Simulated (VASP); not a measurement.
```
PbTe
1.0
    5.30811     0.00000     0.00000
   -2.65406     4.59696     0.00000
    0.00000     0.00000    14.05414
Pb Te
2 2
Direct
  0.33333   0.66667   0.25000
  0.66667   0.33333   0.75000
  0.33333   0.66667   0.75000
  0.66667   0.33333   0.25000
```

Calculation: r2SCAN meta-GGA, VASP's PBE PAW potentials (set 64) (plane waves; VASP 6.6.1). Settings: 400 eV cut-off, 6×6×2 Γ-centred mesh, tetrahedra with Blöchl corrections, potentials Pb_d Te.

The cell holds a wide vacuum, so values per volume refer to the whole cell. Unless said otherwise, spin-orbit coupling is left out, though it shifts the bands of the heavy elements here.

Question: Give the energies of bands 13 to 23 at the high-symmetry points, in eV from the valence-band maximum.

Answer: 
```
band      Γ      M      K      A      L      H
----  -----  -----  -----  -----  -----  -----
13    -6.97  -8.87  -9.11  -6.97  -8.87  -9.11
14    -6.96  -8.87  -9.11  -6.97  -8.87  -9.11
15    -2.44  -3.12  -3.68  -2.44  -3.12  -3.67
16    -2.44  -3.11  -3.67  -2.44  -3.12  -3.67
17    -2.44  -1.59  -1.42  -2.44  -1.56  -1.42
18    -2.44  -1.54  -1.42  -2.44  -1.56  -1.42
19    -2.36  -1.40   0.00  -2.31  -1.39   0.00
20    -2.25  -1.39   0.00  -2.31  -1.39   0.00
21     1.96   0.51   0.37   1.96   0.53   0.37
22     1.96   0.56   0.37   1.96   0.53   0.37
23     1.97   3.29   2.12   1.96   3.31   2.12
```

The gap is direct, 0.37 eV, from the valence maximum at H to the conduction minimum at H.

The cell is a sheet with vacuum, built from a generated structure.
